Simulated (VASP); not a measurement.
Data:

Space group P6₃/mmc (No. 194); a = b = 3.6568 Å, c = 5.6438 Å, α = β = 90.00°, γ = 120.00°

| atom | site | symmetry | x | y | z |
|---|---|---|---|---|---|
| Y | 2c | -6m2 | 0.3333 | 0.6667 | 0.2500 |

All values below come from PBE GGA, VASP's PBE PAW potentials (set 64) (plane waves; VASP). Run with 480 eV cut-off, 10×10×6 Γ-centred mesh, first-order Methfessel-Paxton smearing of 0.10 eV, potentials Y_sv.

Each relaxation starts from this cell; other phases were not tried.

Task: The cell is relaxed at 1 GPa. What happens?

Result: The volume per atom goes from 32.68 to 31.96 Å³ (-2.2 %), and the cell becomes a = b = 3.630 Å, c = 5.602 Å, α = β = 90.00°, γ = 120.00°, space group P6_3/mmc.

Task: The cell is relaxed at 20 GPa. What happens?

Result: The volume per atom goes from 32.68 to 23.91 Å³ (-26.8 %), and the cell becomes a = b = 3.2658 Å, c = 5.1776 Å, α = β = 90.00°, γ = 120.00°, space group P6_3/mmc.

Failed runs are left out, and for metals the shear rows, which the mesh's noise covers.

The compound is Y in the hcp structure.
